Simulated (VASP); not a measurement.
The input files of a VASP run:

File POSCAR:
```
Pd3Pt
1
    0.0000000000     1.9370960654     1.9370960654
    1.9370960654     0.0000000000     1.9370960654
    7.7632240941     7.7632240941    -0.0148398324
Pt Pd
1 3
Direct
  0.0000000000   0.0000000000   0.0000000000
  0.9978501833   0.9978501833   0.2516123626
  0.0000000000   0.0000000000   0.5000000000
  0.0021498167   0.0021498167   0.7483876374
```

### INCAR
```
SYSTEM = Pd3Pt
PREC = Accurate; ENCUT = 400; LREAL = .False.
LASPH = .True.
EDIFF = 1E-6; NELM = 100; ALGO = Normal
LMAXMIX = 6
ISMEAR = 1; SIGMA = 0.1
GGA = PS
IBRION = 2; NSW = 60; ISIF = 3
EDIFFG = -0.02
LWAVE = .False.; LCHARG = .False.
```

File KPOINTS:
```
Automatic mesh
0
Gamma
12 12 3
0 0 0
```

POTCAR, in this order: Pt Pd (PBE.64 set). Program: vasp_std.

### Question
Write an equivalent input for Ansatz.

### Answer
One equivalent input (not run):
Ansatz 0.2 input:
```yaml
crystal:
  lattice:
    - [0.0000000, 1.9370961, 1.9370961]
    - [1.9370961, 0.0000000, 1.9370961]
    - [7.7632241, 7.7632241, -0.0148398]
  atoms:
    - { symbol: Pt, position: [0.0000000, 0.0000000, 0.0000000] }
    - { symbol: Pd, position: [0.9978502, 0.9978502, 0.2516124] }
    - { symbol: Pd, position: [0.0000000, 0.0000000, 0.5000000] }
    - { symbol: Pd, position: [0.0021498, 0.0021498, 0.7483876] }
kpoints:
  mp_grid: { grid: [12, 12, 3] }
hamiltonian:
  xc: pbesol
  pseudopotentials: { kind: paw }
scf:
  occupations: { method: methfessel_paxton, width: 0.1 }
  max_iter: 100
relax:
  max_steps: 60
  f_tol: 0.02
  cell: {}
output: { forces: true, stress: true, eigenvalues: true }
```
Limits of the translation: each code has its own PAW files, so the cut-off isn't converted (ENCUT is set for VASP's; basis.ecutwfc is left out, and Ansatz then takes the one that its files recommend); Ansatz stops its SCF on the density residual and VASP on the energy change (EDIFF).

The structure was generated: Pd3Pt was put into an ordered model structure (R-3m), which need not be its known phase. This run relaxes it. Symmetry was kept, so distortions that lower it aren't found. The start is the result of an earlier pass.
